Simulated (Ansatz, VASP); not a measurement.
# YTl in VASP and in Ansatz

```
Y Tl
1.0
     3.75100    0.00000    0.00000
     0.00000    3.75100    0.00000
     0.00000    0.00000    3.75100
Y Tl
1 1
Cartesian
  1.8755 1.8755 1.8755
  0.0000 0.0000 0.0000
```

Alike in both runs: task single point; functional LDA; k mesh 12 × 12 × 12; occupations gaussian, width 0.15 eV; no spin polarisation.

|  | VASP | Ansatz |
| --- | --- | --- |
| version | VASP 6.6.1 | Ansatz 0.2.0 |
| potentials or method | VASP PAW LDA potentials, release 64 (Y_sv, Tl_d) | scalar-relativistic, plane waves, PAW |
| plane-wave cutoff (eV) | 520 | 420 |
| valence electrons in the cell | 24 | 24 |

|  | VASP | Ansatz | Ansatz less VASP |
| --- | --- | --- | --- |
| gap on the k mesh at the Fermi level (eV) | none | none | - |
| pressure (GPa) | -2.9 | -2.9 | -0.06 |

A gap of «none» marks a metal or a gap that the smearing closes.

The runs have no spin-orbit coupling, so splittings on Tl are missing.
